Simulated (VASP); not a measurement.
Here is the system:

```
CELL_PARAMETERS angstrom
      3.14650     0.00000     0.00000
     -1.57325     2.72495     0.00000
      0.00000     0.00000    23.73473
ATOMIC_POSITIONS crystal
  W  0.33333 0.66667 0.63732
  W  0.66667 0.33333 0.36268
  S  0.33333 0.66667 0.29666
  S  0.66667 0.33333 0.70334
  S  0.66667 0.33333 0.57124
  S  0.33333 0.66667 0.42876
```

Method: PBEsol GGA, VASP's PBE PAW potentials (set 64) (plane waves; VASP). Numerical set-up: 400 eV cut-off, Gaussian smearing of 0.050 eV, potentials W_sv S.

The cell holds a wide vacuum, so values per volume refer to the whole cell. Unless said otherwise, spin-orbit coupling is left out, though it shifts the bands of the heavy elements here.

Give the energies of bands 17 to 30 at the high-symmetry points, in eV from the valence-band maximum.

```csv
band,Γ,M,K,A,L,H
17,-3.05,-4.82,-4.84,-3.05,-4.82,-4.84
18,-3.05,-4.63,-4.78,-3.05,-4.63,-4.78
19,-2.81,-3.65,-4.15,-2.81,-3.65,-4.15
20,-2.01,-3.63,-4.15,-2.01,-3.63,-4.15
21,-1.78,-2.44,-3.53,-1.78,-2.44,-3.53
22,-1.78,-2.38,-3.53,-1.78,-2.38,-3.53
23,-1.77,-1.42,-2.63,-1.77,-1.42,-2.63
24,-1.77,-1.37,-2.63,-1.76,-1.37,-2.63
25,-0.52,-1.20,-0.24,-0.52,-1.20,-0.24
26,0.00,-1.16,-0.18,0.00,-1.16,-0.18
27,2.78,2.80,1.74,2.78,2.80,1.74
28,2.79,2.81,1.74,2.78,2.81,1.74
29,2.79,3.16,2.87,2.79,3.16,2.87
30,2.82,3.27,3.29,2.80,3.27,3.29
```

The gap is indirect, 1.66 eV, from the valence maximum at Γ to the conduction minimum at K-Γ at 0.44.

The cell is a sheet with vacuum, built from a database entry that may be metastable or hypothetical.
